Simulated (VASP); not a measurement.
VASP runs on Ta (space group Fd-3m) share one base input (PBE GGA, plane waves, VASP's PBE PAW potentials (set 64)) and change the settings named in each case.

INCAR:
```
LASPH = .True.
ISIF = 2   ! forces and stress, cell fixed
ENCUT = 300   ! plane-wave cut-off (eV)
NELM = 100   ! most electronic steps
SIGMA = 0.2   ! width (eV)
GGA = PE   ! PBE
EDIFF = 1E-6   ! SCF stop (eV)
LWAVE = .False.
SYSTEM = Ta
ALGO = Normal   ! blocked Davidson
LMAXMIX = 6   ! l cut-off of mixed one-centre charges
ISMEAR = 0   ! Gaussian
LCHARG = .False.
PREC = Accurate
LREAL = .False.   ! projection in real space or not
```

**POSCAR**
```
Ta
4.189950
  0.0000000000   0.7071067674   0.7071067674
  0.7071067674   0.0000000000   0.7071067674
  0.7071067674   0.7071067674   0.0000000000
Ta
2
Cartesian
  1.0606601511   1.0606601511   1.0606601511
  0.7071067674   0.7071067674   0.7071067674
```

**KPOINTS**
```
kpoints
0
gamma
  13 13 13
0 0 0
```

POTCAR, in this order: Ta_pv (PBE.64 set). Program: vasp_std.

| change | E(σ→0) (eV/atom) | pressure (GPa) | −TS (eV) |
|---|---|---|---|
| base run | -8.8754 | 6.96 | -0.0737 |
| GGA removed, POTCAR Ta_pv (LDA.64 set) | -9.8383 | 0.17 | -0.0729 |
| GGA_COMPAT = .FALSE., LNONCOLLINEAR = .TRUE., LSORBIT = .TRUE., MAGMOM = 0.0 0.0 0.0 0.0 0.0 0.0, program vasp_ncl | -9.6287 | 6.66 | -0.0716 |
| KPOINTS 5×5×5 Γ-centred mesh | -8.8824 | 6.56 | -0.0739 |
 Energies of different potentials or functionals have different zeros.  Unless said otherwise, spin-orbit coupling is left out, though it shifts the bands of the heavy elements here. At 300 eV the pressure can carry a Pulay error.

Left out are runs that ran out of time, are held back, or changed the cell or the kind of run, fixed moments of cells without a moment, rows past the twelfth, gaps on odd meshes, pressures of charged cells and columns that move by less than the noise.

The structure was generated: Ta was put into an ordered model structure, which need not be its known phase. The cell was not relaxed at this level, its lattice was scaled by up to 2.5 %.
